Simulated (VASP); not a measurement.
Energy against volume of Pd (fcc). Calculation: PBE GGA with D3 dispersion (zero damping), VASP's PBE PAW potentials (set 64) (plane waves; VASP). Run with 520 eV cut-off, 16×16×16 Γ-centred mesh, first-order Methfessel-Paxton smearing of 0.10 eV, potentials Pd.

```
V (Å³/atom)  E (eV/atom)
-----------  -----------
13.793          -5.75722
14.233          -5.78526
14.674          -5.79373
15.114          -5.78609
```

Q: Fit these four points and predict the energy of the run at 15.554 Å³/atom.

A: A cubic in V^(−2/3), the third-order Birch-Murnaghan form, passes through the four points with V0 = 14.67 Å³/atom and B0 = 195 GPa, and gives -5.7653 eV/atom there. The run gave -5.7653 eV/atom, -0.0 meV/atom from the fit; all five points give B0 = 195 GPa.

The compound is Pd in the fcc structure. It was relaxed first.
